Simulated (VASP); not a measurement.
```xyz
5
Lattice="2.4750 0.0000 0.0000 -0.8250 2.3334 0.0000 0.0000 0.0000 25.0406" Properties=species:S:1:pos:R:3 pbc="T T T"
Fe     0.8250     1.1667     8.5096
Fe     0.0000     0.0000    10.4977
Fe     0.8250     1.1667    12.5203
Fe     0.0000     0.0000    14.5429
Fe     0.8250     1.1667    16.5310
```
Starting moments (μB, in the order of the record's atoms Fe Fe Fe Fe Fe): 2.5 2.5 2.5 2.5 2.5.

The numbers are results of r2SCAN meta-GGA, VASP's PBE PAW potentials (set 64) (plane waves; VASP), not measurements. Settings: PREC = Normal, 400 eV cut-off, 12×12×1 Γ-centred mesh, first-order Methfessel-Paxton smearing of 0.10 eV, potentials Fe.

Task: Predict the cell moment, energy per atom (σ→0), band gap (on the k-mesh) with the smallest direct gap where there is one.

Result: 
```yaml
band gap (on the k-mesh): none (metal, semimetal or under 0.01 eV)
cell_moment: 13.59 μB
energy per atom (σ→0): -13.995 eV/atom
```

Task: Give the moment on each site (PAW-sphere projection).

Result: 
| site | moment (μB) |
|---|---|
| Fe1 | 2.87 |
| Fe2 | 2.70 |
| Fe3 | 2.71 |
| Fe4 | 2.70 |
| Fe5 | 2.87 |

Only differences to runs with the same potentials and settings are physical.

The cell is a thin slab with vacuum, built from Fe (bcc): (110) face. VASP warned that the highest band is occupied, so more bands are needed.
